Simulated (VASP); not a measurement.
Input:

```
MoTe2
1.0
    1.77375    -3.07223     0.00000
    1.77375     3.07223     0.00000
    0.00000     0.00000    14.20660
Te Mo
4 2
Cartesian
  1.77375   1.02408  12.45109
  1.77375  -1.02408   5.34779
  1.77375  -1.02408   1.75551
  1.77375   1.02408   8.85881
  1.77375   1.02408   3.55165
  1.77375  -1.02408  10.65495
```

The numbers are results of r2SCAN+rVV10, VASP's PBE PAW potentials (set 64) (plane waves; VASP 6.6.1), not measurements. Settings: 520 eV cut-off, 8×8×2 Γ-centred mesh, tetrahedra with Blöchl corrections, potentials Te Mo_sv.

The path is coarsely sampled, so an indirect gap can come out somewhat too large. Unless said otherwise, spin-orbit coupling is left out, though it shifts the bands of the heavy elements here.

Give the energies of bands 17 to 30 at the high-symmetry points, in eV from the valence-band maximum.

| band | Γ | M | K | A | L | H |
|---|---|---|---|---|---|---|
| 17 | -1.98 | -4.03 | -4.30 | -1.97 | -3.68 | -4.14 |
| 18 | -1.97 | -3.40 | -4.03 | -1.97 | -3.68 | -4.14 |
| 19 | -1.97 | -2.69 | -3.41 | -1.97 | -2.65 | -3.69 |
| 20 | -1.17 | -2.60 | -3.41 | -1.97 | -2.65 | -3.69 |
| 21 | -1.17 | -2.00 | -3.29 | -1.15 | -1.97 | -2.93 |
| 22 | -1.14 | -1.89 | -3.29 | -1.15 | -1.97 | -2.93 |
| 23 | -1.14 | -1.00 | -1.95 | -1.15 | -0.97 | -2.07 |
| 24 | -0.97 | -0.95 | -1.95 | -1.15 | -0.97 | -2.07 |
| 25 | -0.51 | -0.73 | -0.27 | -0.12 | -0.61 | -0.19 |
| 26 | 0.00 | -0.50 | -0.08 | -0.12 | -0.61 | -0.19 |
| 27 | 2.97 | 1.31 | 0.99 | 3.01 | 1.33 | 1.00 |
| 28 | 2.97 | 1.36 | 0.99 | 3.01 | 1.33 | 1.00 |
| 29 | 3.08 | 1.56 | 1.39 | 3.01 | 1.71 | 1.80 |
| 30 | 3.08 | 1.84 | 2.29 | 3.02 | 1.71 | 1.80 |

The gap is indirect, 0.87 eV, from the valence maximum at Γ to the conduction minimum at K-Γ at 0.40.

The compound is MoTe2 in the 2H layered structure. It was relaxed first.
